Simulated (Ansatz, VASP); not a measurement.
In3Cu in VASP and in Ansatz

The input INCAR:

```
PREC = Accurate
ENCUT = 520
EDIFF = 1E-7
ISMEAR = 0
SIGMA = 0.15
LREAL = False
LASPH = True
NELM = 60
ALGO = Fast
ISIF = 2
LWAVE = False
LCHARG = False
GGA = CA
NBANDS = 33
```

The input KPOINTS:

```
regular mesh
0
Gamma
  10 10 10
```

The input POSCAR:

```
In3Cu
1.0
    4.2526995537      0.0000000000      0.0000000000
    0.0000000000      4.2526995537      0.0000000000
    0.0000000000      0.0000000000      4.2526995537
In Cu
3 1
Direct
    0.0000000000      0.5000000000      0.5000000000
    0.5000000000      0.0000000000      0.5000000000
    0.5000000000      0.5000000000      0.0000000000
    0.0000000000      0.0000000000      0.0000000000
```

Input for Ansatz:

```yaml
crystal:
  lattice:
    - [4.2526995537, 0.0, 0.0]
    - [0.0, 4.2526995537, 0.0]
    - [0.0, 0.0, 4.2526995537]
  atoms:
    - { symbol: In, position: [0.0, 0.5, 0.5] }
    - { symbol: In, position: [0.5, 0.0, 0.5] }
    - { symbol: In, position: [0.5, 0.5, 0.0] }
    - { symbol: Cu, position: [0.0, 0.0, 0.0] }
basis:
  ecutwfc: 520.0
kpoints:
  mp_grid: { grid: [10, 10, 10] }
hamiltonian:
  xc: lda
scf:
  occupations: { method: gaussian, width: 0.15 }
output:
  forces: true
  stress: true
  eigenvalues: true
```

Alike in both runs: task single point; functional LDA; k mesh 10 × 10 × 10; occupations gaussian, width 0.15 eV; no spin polarisation.

|  | VASP | Ansatz |
| --- | --- | --- |
| version | VASP 6.6.1 | Ansatz 0.2.0 |
| potentials or method | VASP PAW LDA potentials, release 64 (In_d, Cu) | scalar-relativistic, plane waves, PAW |
| plane-wave cutoff (eV) | 520 | 520 |
| valence electrons in the cell | 50 | 58 |

|  | VASP | Ansatz | Ansatz less VASP |
| --- | --- | --- | --- |
| gap on the k mesh at the Fermi level (eV) | none | none | - |
| pressure (GPa) | 3.9 | 3.8 | -0.13 |

A gap of «none» marks a metal or a gap that the smearing closes. The two sets of potentials don't hold the same shells in valence.
